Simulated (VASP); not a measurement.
# MgBe (P6mm) in VASP: further runs

One crystal, MgBe, is run at these levels: PBE, PBEsol; tasks: relaxation of cell and atoms.

Everything below comes from runs of VASP 6.6.1. Logs are shortened: lines on timing, memory, paths and dates and some standing lists are left out, and cuts for length are marked.

## 1. The structure

Symmetry: P6mm, No. 183, hexagonal system. Conventional cell: a = 2.400 Å, b = 2.400 Å, c = 4.901 Å, α = 90.00°, β = 90.00°, γ = 120.00°. Mg (site symmetry 6mm) is surrounded by 1 Be at 2.22 Å and 6 Mg at 2.40 Å. Around Be (site symmetry 6mm) lie 1 Mg at 2.22 Å and 6 Be at 2.40 Å.

The cell was built by a generator and needn't be a form met in nature.

## 2. Relaxation of cell and atoms, PBE

Input file INCAR:

```
  PREC = Accurate
  ENCUT = 600
  EDIFF = 1E-6
  ISMEAR = 1
  SIGMA = 0.2
  LREAL = F
  LASPH = T
  NELM = 100
  ALGO = Normal
  ISIF = 3
  LWAVE = F
  LCHARG = F
  GGA = PE
  IBRION = 2
  NSW = 60
  EDIFFG = -0.01
```

Input file KPOINTS:

```
Automatic mesh
0
Gamma
  13 13 6
```

Input file POSCAR:

```
MgBe
1.0
    2.3995486400      0.0000000000      0.0000000000
   -1.1997743200      2.0780700800      0.0000000000
    0.0000000000      0.0000000000      4.9009135800
Mg Be
1 1
Direct
    0.0000000000      0.0000000000      0.0433479700
    0.0000000000      0.0000000000      0.5905093500
```

Potentials or basis: VASP PAW PBE potentials, release 64 (Mg, Be).

The run is started by

```console
cat potpaw_PBE.64/Mg/POTCAR potpaw_PBE.64/Be/POTCAR > POTCAR
mpirun -np 1 vasp_std > vasp.out
```

OUTCAR:

```text
PREC = Accurate
   ENCUT = 600
   EDIFF = 1E-6
   ISMEAR = 1
   LREAL = F
   LASPH = T
   NELM = 100
   ISIF = 3
   GGA = PE
   IBRION = 2
   NSW = 60
   EDIFFG = -0.01

 ion  position               nearest neighbor table
   1  0.000  0.000  0.043-   2 2.22   2 2.68
   2  0.000  0.000  0.591-   1 2.22   1 2.68

  LATTYP: Found a hexagonal cell.
 ALAT       =     2.3995486400
 C/A-ratio  =     2.0424314383

  Lattice vectors:

 A1 = (   2.3995486400,   0.0000000000,   0.0000000000)
 A2 = (  -1.1997743200,   2.0780700800,   0.0000000000)
 A3 = (   0.0000000000,   0.0000000000,   4.9009135800)

Analysis of symmetry for initial positions (statically):
=====================================================================
 Subroutine PRICEL returns:
 Original cell was already a primitive cell.

 Routine SETGRP: Setting up the symmetry group for a
 hexagonal supercell.

 Subroutine GETGRP returns: Found 12 space group operations
 (whereof 12 operations were pure point group operations)
 out of a pool of 24 trial point group operations.

The static configuration has the point symmetry C_6v.

Analysis of symmetry for dynamics (positions and initial velocities):
=====================================================================
 Subroutine PRICEL returns:
 Original cell was already a primitive cell.

 Routine SETGRP: Setting up the symmetry group for a
 hexagonal supercell.

 Subroutine GETGRP returns: Found 12 space group operations
 (whereof 12 operations were pure point group operations)
 out of a pool of 24 trial point group operations.

The dynamic configuration has the point symmetry C_6v.

 Subroutine INISYM returns: Found 12 space group operations
 (whereof 12 operations are pure point group operations),
 and found     1 'primitive' translations

----------------------------------------------------------------------------------------

                                     Primitive cell

  volume of cell :      24.4381

  direct lattice vectors                    reciprocal lattice vectors
     2.399548640  0.000000000  0.000000000     0.416745043  0.240607862  0.000000000
    -1.199774320  2.078070080  0.000000000     0.000000000  0.481215725  0.000000000
     0.000000000  0.000000000  4.900913580     0.000000000  0.000000000  0.204043590

  length of vectors
     2.399548640  2.399548640  4.900913580     0.481215725  0.481215725  0.204043590

  position of ions in fractional coordinates (direct lattice)
     0.000000000  0.000000000  0.043347970
     0.000000000  0.000000000  0.590509350

  ion indices of the primitive-cell ions
   primitive index   ion index
                 1           1
                 2           2

----------------------------------------------------------------------------------------

 KPOINTS: Automatic mesh

Automatic generation of k-mesh.
 Grid dimensions read from file:
 generate k-points for:   13   13    6

 Generating k-lattice:

  Cartesian coordinates                     Fractional coordinates (reciprocal lattice)
     0.032057311  0.018508297  0.000000000     0.076923077  0.000000000  0.000000000
     0.000000000  0.037016594  0.000000000     0.000000000  0.076923077  0.000000000
     0.000000000  0.000000000  0.034007265     0.000000000  0.000000000  0.166666667

  Length of vectors
     0.037016594  0.037016594  0.034007265

  Shift w.r.t. Gamma in fractional coordinates (k-lattice)
     0.000000000  0.000000000  0.000000000

 Subroutine IBZKPT returns following result:
 ===========================================

 Found     84 irreducible k-points:

 Following reciprocal coordinates:
            Coordinates               Weight
  0.000000  0.000000  0.000000      1.000000
  0.076923  0.000000  0.000000      6.000000
  0.153846 -0.000000  0.000000      6.000000
  0.230769 -0.000000  0.000000      6.000000
  0.307692 -0.000000  0.000000      6.000000
  0.384615  0.000000  0.000000      6.000000
[... 16 lines left out ...]
  0.076923  0.000000  0.166667     12.000000
  0.153846 -0.000000  0.166667     12.000000
 [... further k-points ...]
   k-points           NKPTS =     84   k-points in BZ     NKDIM =     84   number of bands    NBANDS=      6
   number of dos      NEDOS =    301   number of ions     NIONS =      2
   total plane-waves  NPLWV =  16000
   dimension x,y,z NGX =    20 NGY =   20 NGZ =   40
   dimension x,y,z NGXF=    40 NGYF=   40 NGZF=   80
   ions per type =               1   1
   NGX,Y,Z   is equivalent  to a cutoff of  13.86, 13.86, 13.57 a.u.
   NGXF,Y,Z  is equivalent  to a cutoff of  27.71, 27.71, 27.14 a.u.
 SYSTEM =  unknown system
   PREC   = accura    normal or accurate (medium, high low for compatibility)
   ISTART =      0    job   : 0-new  1-cont  2-samecut
   ICHARG =      2    charge: 1-file 2-atom 10-const
   ISPIN  =      1    spin polarized calculation?
   LNONCOLLINEAR =      F non collinear calculations
   LSORBIT =      F    spin-orbit coupling
   LASPH  =      T    aspherical Exc in radial PAW
   ENCUT  =  600.0 eV  44.10 Ry    6.64 a.u.   4.79  4.79  9.79*2*pi/ulx,y,z
   NELM   =    100;   NELMIN=  2; NELMDL= -5     # of ELM steps
   EDIFF  = 0.1E-05   stopping-criterion for ELM
   LREAL  =      F    real-space projection
   EDIFFG = -.1E-01   stopping-criterion for IOM
   NSW    =     60    number of steps for IOM
   IBRION =      2    ionic relax: 0-MD 1-quasi-New 2-CG
   NFREE  =      1    steps in history (QN), initial steepest desc. (CG)
   ISIF   =      3    stress and relaxation
   ISYM   =      2    0-nonsym 1-usesym 2-fastsym
   POTIM  = 0.5000    time-step for ionic-motion
   TEBEG  =    0.0;   TEEND  =   0.0 temperature during run
   PSTRESS=    0.0 pullay stress
   NELECT =       4.0000    total number of electrons
   NUPDOWN=      -1.0000    fix difference up-down
   EMIN   =  10.00;   EMAX   =-10.00  energy-range for DOS
   EFERMI =   0.00;   METHOD = LEGACY
   ISMEAR =     1;   SIGMA  =   0.20  broadening in eV -4-tet -1-fermi 0-gaus
   EFERMI_NEDOS =   21; number of points for ismear=-14 and -15
   IALGO  =     38    algorithm
   IMIX   =      4    mixing-type and parameters
     AMIX     =   0.40;   BMIX     =  1.00
     AMIX_MAG =   1.60;   BMIX_MAG =  1.00
  volume/ion in A,a.u.               =      12.22        82.46
  Fermi-wavevector in a.u.,A,eV,Ry     =   0.895514  1.692277 10.911138  0.801946
  Thomas-Fermi vector in A             =   2.017856
   LORBIT       =      0    0 simple, 1 ext, 2 COOP (PROOUT), +10 PAW based schemes
   GGA     = PE    functional components
   LHFCALC =     F    Hartree Fock is set to
   AEXX    =    0.0000 exact exchange contribution
   IVDW    =     0    specifies the selected vdW correction
   LEPSILON=     F    determine dielectric tensor
   LRPA    =     F    only Hartree local field effects (RPA)
 conjugate gradient relaxation of ions
 non-spin polarized calculation
 Methfessel and Paxton  Order N= 1 SIGMA  =   0.20
  energy-cutoff  :      600.00
  volume of cell :       24.44
 maximum number of plane-waves:       836
 NGX is ok and might be reduce to    20
   NGX =  9   NGY =  9   NGZ = 19

--------------------------------------- Ionic step        1  -------------------------------------------

 number of electron       4.0000000 magnetization

 Free energy of the ion-electron system (eV)
  ---------------------------------------------------
  ext. energy  EPLUGINS =         0.00000000
  ---------------------------------------------------
  free energy    TOTEN  =        -2.40182461 eV

  energy without entropy =       -2.40331523  energy(sigma->0) =       -2.40232148

 E-fermi :   5.5150     XC(G=0):  -9.9522

 val. band max:        5.4435838922   @ k =   0.3846   0.2308   0.0000
 cond. band min:       5.5265565971   @ k =   0.1538   0.1538   0.1667
 fundamental gap:      0.0829727049
 Fermi energy:         5.5149653120

 k-point     1 :       0.0000    0.0000    0.0000
  band No.  band energies     occupation
      1      -4.1807      2.00000
      2       1.0699      2.00000
      3       2.0149      2.00000
      4      16.1110      0.00000
      5      18.7322      0.00000
      6      20.6394      0.00000

 k-point     2 :       0.0769    0.0000    0.0000
  band No.  band energies     occupation
      1      -3.9941      2.00000
      2       1.2576      2.00000
      3       2.1828      2.00000
      4      16.1661      0.00000
      5      18.3154      0.00000
      6      20.1140      0.00000
[... 190 lines left out ...]
 k-point    24 :       0.1538   -0.0000    0.1667
  band No.  band energies     occupation
      1      -3.2955      2.00000
      2       0.5691      2.00000
      3       4.1944      2.00000
      4      14.2457      0.00000
      5      17.1057      0.00000
      6      19.0214      0.00000

 [... further k-points ...]

------------------------ aborting loop because EDIFF is reached ----------------------------------------

  FORCE on cell =-STRESS in cart. coord.  units (eV):
  Direction    XX          YY          ZZ          XY          YZ          ZX
  --------------------------------------------------------------------------------------
  -------------------------------------------------------------------------------------
  Total        5.9779558      5.9779558      3.4772992      0.0000000      0.0000000      0.0000000
  in kB      391.9191583    391.9191584    227.9742780      0.0000000      0.0000000      0.0000000
  external PRESSURE =     337.2708649 kB  Pullay stress =       0.0000000 kB
[... 273 lines left out ...]
  energy  without entropy=       -3.4024161394  energy(sigma->0) =       -3.40272779

--------------------------------------- Ionic step        9  -------------------------------------------

 number of electron       4.0000000 magnetization

 Free energy of the ion-electron system (eV)
  ---------------------------------------------------
  ext. energy  EPLUGINS =         0.00000000
  ---------------------------------------------------
  free energy    TOTEN  =        -3.40289587 eV

  energy without entropy =       -3.40235529  energy(sigma->0) =       -3.40271568

 E-fermi :   2.9397     XC(G=0):  -8.8111

 val. band max:        2.9016111547   @ k =   0.3846   0.2308   0.1667
 cond. band min:       2.9559608510   @ k =   0.3077   0.0769   0.0000
 fundamental gap:      0.0543496963
 Fermi energy:         2.9397316225

 k-point     1 :       0.0000    0.0000    0.0000
  band No.  band energies     occupation
      1      -4.6898      2.00000
      2      -0.0584      2.00000
      3       0.0387      2.00000
      4      12.3767      0.00000
      5      14.1383      0.00000
      6      14.2470      0.00000

 k-point     2 :       0.0769    0.0000    0.0000
  band No.  band energies     occupation
      1      -4.5425      2.00000
      2       0.0877      2.00000
      3       0.1734      2.00000
      4      12.4528      0.00000
      5      13.0664      0.00000
      6      13.8167      0.00000
[... 190 lines left out ...]
 k-point    24 :       0.1538   -0.0000    0.1667
  band No.  band energies     occupation
      1      -3.9706      2.00000
      2      -0.8492      2.00000
      3       2.1684      2.00000
      4      10.5278      0.00000
      5      11.9676      0.00000
      6      13.1001      0.00000

 [... further k-points ...]

------------------------ aborting loop because EDIFF is reached ----------------------------------------

  FORCE on cell =-STRESS in cart. coord.  units (eV):
  Direction    XX          YY          ZZ          XY          YZ          ZX
  --------------------------------------------------------------------------------------
  -------------------------------------------------------------------------------------
  Total       -0.0093030     -0.0093030     -0.0083102      0.0000000      0.0000000      0.0000000
  in kB       -0.4270808     -0.4270808     -0.3815072      0.0000000      0.0000000      0.0000000
  external PRESSURE =      -0.4118896 kB  Pullay stress =       0.0000000 kB
[... 17 lines left out ...]
  FREE ENERGIE OF THE ION-ELECTRON SYSTEM (eV)
  ---------------------------------------------------
  free  energy   TOTEN  =        -3.4028958737 eV

  energy  without entropy=       -3.4023552922  energy(sigma->0) =       -3.40271568

 reached required accuracy - stopping structural energy minimisation
```

It took 61 s on 1 thread of Intel Xeon Platinum 8259CL at 2.50GHz (Skylake/Cascade Lake), shared host; peak memory 0.15 GiB.

What came out:

| Property | Result |
| --- | --- |
| Free energy | -3.4029 eV |
| Relaxed volume | 17.45 Å³/atom |
| Relaxed cell | a = 2.734 Å, b = 2.734 Å, c = 5.392 Å, α = 90.00°, β = 90.00°, γ = 120.00° |
| Space group after relaxing (to 0.05 Å) | P6/mmm (No. 191) |
| Energy gained by relaxing | 500.5 meV/atom |
| Ionic steps | 9 |
| Pressure after relaxing | 0.0 GPa |
| Largest force after relaxing | 0.010 eV/Å |
| Band gap on the k mesh | none (metal or under the smearing width) |

Forces on the atoms (eV/Å):
```
Mg   0.000  0.000  0.010
Be   0.000  0.000 -0.010
```

Step by step:
| step | energy change (eV) | largest force (eV/Å) | pressure (GPa) | volume (Å³) |
| --- | --- | --- | --- | --- |
| 1 | 0.0000 | 1.7368 | 33.73 | 24.44 |
| 2 | -0.9905 | 0.2426 | 0.24 | 34.68 |
| 3 | -0.9914 | 0.2082 | -0.39 | 35.17 |
| 4 | -0.9912 | 0.2246 | -0.09 | 34.93 |
| 5 | -0.9968 | 0.1495 | 0.03 | 34.83 |
| 6 | -1.0007 | 0.0265 | 0.31 | 34.64 |
| 7 | -1.0007 | 0.0312 | 0.29 | 34.65 |
| 8 | -1.0011 | 0.0133 | 0.02 | 34.85 |
| 9 | -1.0011 | 0.0095 | -0.04 | 34.90 |

Final structure:
```
CELL_PARAMETERS angstrom
2.73380 0.00000 0.00000
-1.36690 2.36754 0.00000
0.00000 0.00000 5.39210
ATOMIC_POSITIONS crystal
Mg 0.00000 0.00000 0.06666
Be 0.00000 0.00000 0.56720
```

Levels at points of the mesh, in eV from the Fermi level:
| k point | band 1 | band 2 | band 3 | band 4 | band 5 | band 6 |
| --- | --- | --- | --- | --- | --- | --- |
| (0.00, 0.00, 0.00) | -7.63 | -3.00 | -2.90 | 9.44 | 11.20 | 11.31 |
| (0.00, 0.00, 0.50) | -6.52 | -6.36 | 1.86 | 3.67 | 11.20 | 11.20 |

Caveat: the volume moved by over 15 % at a fixed basis, so the end points are rough.

[end of part 1 of 2]
